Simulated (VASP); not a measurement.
Output of a VASP run:

### OUTCAR
```
 ion  position               nearest neighbor table
   1  0.000  0.000  0.000-   2 2.37   2 2.37   2 2.37   2 2.37   2 2.37   2 2.37
   2  0.500  0.500  0.500-   1 2.37   1 2.37   1 2.37   1 2.37   1 2.37   1 2.37
  LATTYP: Found a face centered cubic cell.
 ALAT       =     4.7402412106
 Subroutine PRICEL returns:
 Original cell was already a primitive cell.
 Subroutine GETGRP returns: Found 48 space group operations
The static configuration has the point symmetry O_h .
The dynamic configuration has the point symmetry O_h .
 Subroutine INISYM returns: Found 48 space group operations
 Subroutine IBZKPT returns following result:
 Found     72 irreducible k-points:

 Following reciprocal coordinates:
            Coordinates               Weight
  0.000000  0.000000  0.000000      1.000000
  0.083333  0.000000  0.000000      8.000000
  0.166667  0.000000  0.000000      8.000000
  0.250000  0.000000  0.000000      8.000000
  0.333333  0.000000  0.000000      8.000000
  0.416667  0.000000  0.000000      8.000000
  0.500000  0.000000  0.000000      4.000000
  0.083333  0.083333  0.000000      6.000000
  0.166667  0.083333  0.000000     24.000000
  0.250000  0.083333  0.000000     24.000000
  0.333333  0.083333  0.000000     24.000000
  0.416667  0.083333  0.000000     24.000000
  0.500000  0.083333  0.000000     24.000000
 -0.416667  0.083333  0.000000     24.000000
 -0.333333  0.083333  0.000000     24.000000
 -0.250000  0.083333  0.000000     24.000000
 -0.166667  0.083333  0.000000     24.000000
 -0.083333  0.083333  0.000000     12.000000
  0.166667  0.166667  0.000000      6.000000
  0.250000  0.166667  0.000000     24.000000
  0.333333  0.166667  0.000000     24.000000
  0.416667  0.166667  0.000000     24.000000
  0.500000  0.166667  0.000000     24.000000
 -0.416667  0.166667  0.000000     24.000000
 -0.333333  0.166667  0.000000     24.000000
 -0.250000  0.166667  0.000000     24.000000
 -0.166667  0.166667  0.000000     12.000000
  0.250000  0.250000  0.000000      6.000000
  0.333333  0.250000  0.000000     24.000000
  0.416667  0.250000  0.000000     24.000000
  0.500000  0.250000  0.000000     24.000000
 -0.416667  0.250000  0.000000     24.000000
 -0.333333  0.250000  0.000000     24.000000
 -0.250000  0.250000  0.000000     12.000000
  0.333333  0.333333  0.000000      6.000000
  0.416667  0.333333  0.000000     24.000000
  0.500000  0.333333  0.000000     24.000000
 -0.416667  0.333333  0.000000     24.000000
 -0.333333  0.333333  0.000000     12.000000
  0.416667  0.416667  0.000000      6.000000
   k-points           NKPTS =     72   k-points in BZ     NKDIM =     72   number of bands    NBANDS=     11
   number of dos      NEDOS =    301   number of ions     NIONS =      2
   total plane-waves  NPLWV =  21952
   dimension x,y,z NGX =    28 NGY =   28 NGZ =   28
   dimension x,y,z NGXF=    56 NGYF=   56 NGZF=   56
   ions per type =               1   1
   PREC   = accura    normal or accurate (medium, high low for compatibility)
   ISTART =      0    job   : 0-new  1-cont  2-samecut
   ICHARG =      2    charge: 1-file 2-atom 10-const
   ISPIN  =      1    spin polarized calculation?
   LNONCOLLINEAR =      F non collinear calculations
   LSORBIT =      F    spin-orbit coupling
   INIWAV =      1    electr: 0-lowe 1-rand  2-diag
   ENCUT  =  600.0 eV  44.10 Ry    6.64 a.u.   6.69  6.69  6.69*2*pi/ulx,y,z
   NELM   =    100;   NELMIN=  2; NELMDL= -5     # of ELM steps
   EDIFF  = 0.1E-06   stopping-criterion for ELM
   LREAL  =      F    real-space projection
   NLSPLINE    = F    spline interpolate recip. space projectors
   LMAXMIX     =    6 max onsite mixed and CHGCAR
   VOSKOWN=      0    Vosko Wilk Nusair interpolation
   EDIFFG = 0.1E-05   stopping-criterion for IOM
   NSW    =      0    number of steps for IOM
   NBLOCK =      1;   KBLOCK =      1    inner block; outer block
   IBRION =     -1    ionic relax: 0-MD 1-quasi-New 2-CG
...
```

**OSZICAR**
```
       N       E                     dE             d eps       ncg     rms          rms(c)
DAV:   1     0.276217091810E+02    0.27622E+02   -0.84202E+03  1584   0.134E+03
DAV:   2    -0.222577763600E+02   -0.49879E+02   -0.47312E+02  2015   0.228E+02
DAV:   3    -0.242144896165E+02   -0.19567E+01   -0.19391E+01  2097   0.347E+01
DAV:   4    -0.242317378845E+02   -0.17248E-01   -0.17237E-01  2011   0.340E+00
DAV:   5    -0.242319569156E+02   -0.21903E-03   -0.21900E-03  2063   0.289E-01    0.515E+01
DAV:   6    -0.210895508681E+02    0.31424E+01   -0.21554E+01  1794   0.232E+01    0.378E+01
DAV:   7    -0.209999911684E+02    0.89560E-01   -0.75449E-01  1893   0.643E+00    0.242E+01
DAV:   8    -0.209938996898E+02    0.60915E-02   -0.10095E-01  1755   0.293E+00    0.659E+00
DAV:   9    -0.209839292624E+02    0.99704E-02   -0.48800E-02  1791   0.129E+00    0.181E+00
DAV:  10    -0.209836998238E+02    0.22944E-03   -0.11093E-03  1912   0.291E-01    0.443E-01
DAV:  11    -0.209836782642E+02    0.21560E-04   -0.33823E-04  1844   0.121E-01    0.506E-02
DAV:  12    -0.209836757650E+02    0.24991E-05   -0.13213E-05  1869   0.309E-02    0.780E-02
DAV:  13    -0.209836748875E+02    0.87751E-06   -0.63943E-07  1942   0.857E-03    0.246E-03
DAV:  14    -0.209836748681E+02    0.19430E-07   -0.12971E-08   993   0.101E-03
   1 F= -.20983675E+02 E0= -.20983569E+02  d E =-.316911E-03
```

**OUTCAR**
```
------------------------ aborting loop because EDIFF is reached ----------------------------------------
  FORCE on cell =-STRESS in cart. coord.  units (eV):
  Direction    XX          YY          ZZ          XY          YZ          ZX
  --------------------------------------------------------------------------------------
  Total       -2.1159588     -2.1159588     -2.1159588      0.0000000      0.0000000     -0.0000000
  in kB     -127.3140874   -127.3140874   -127.3140874      0.0000000      0.0000000     -0.0000000
  external PRESSURE =    -127.3140874 kB  Pullay stress =       0.0000000 kB
  volume of cell :       26.63
      direct lattice vectors                 reciprocal lattice vectors
     0.000000000  2.370120605  2.370120605    -0.210959729  0.210959729  0.210959729
     2.370120605  0.000000000  2.370120605     0.210959729 -0.210959729  0.210959729
     2.370120605  2.370120605  0.000000000     0.210959729  0.210959729 -0.210959729
 POSITION                                       TOTAL-FORCE (eV/Angst)
 -----------------------------------------------------------------------------------
      0.00000      0.00000      0.00000         0.000000     -0.000000     -0.000000
      2.37012      2.37012      2.37012        -0.000000      0.000000      0.000000
 -----------------------------------------------------------------------------------
    total drift:                                0.000000      0.000000      0.000000
  FREE ENERGIE OF THE ION-ELECTRON SYSTEM (eV)
  ---------------------------------------------------
  free  energy   TOTEN  =       -20.9836748681 eV

  energy  without entropy=      -20.9833579566  energy(sigma->0) =      -20.98356923
```
(Selected blocks of OUTCAR.)

**POSCAR**
```
HfC
1
    0.0000000000     2.3701206053     2.3701206053
    2.3701206053     0.0000000000     2.3701206053
    2.3701206053     2.3701206053     0.0000000000
Hf C
1 1
Direct
  0.0000000000   0.0000000000   0.0000000000
  0.5000000000   0.5000000000   0.5000000000
```

### Question
Write an INCAR and KPOINTS that could have produced this output.

### Answer
One answer among several that fit: the input of the run itself, PBE GGA, plane waves, VASP's PBE PAW potentials (set 64).

INCAR:
```
SYSTEM=HfC
PREC=Accurate; ENCUT=600; LREAL=F
LASPH=T
EDIFF=1E-7; NELM=100; ALGO=Normal
LMAXMIX=6
ISMEAR=1; SIGMA=0.1
GGA=PE
ISIF=2
LWAVE=F; LCHARG=F
```

File KPOINTS:
```
kpoints
0
gamma
 12 12 12
```

POTCAR, in this order: Hf_pv C (PBE.64 set). Program: vasp_std.

The compound is HfC in the rock salt structure. This cell was strained or had an atom moved on purpose.
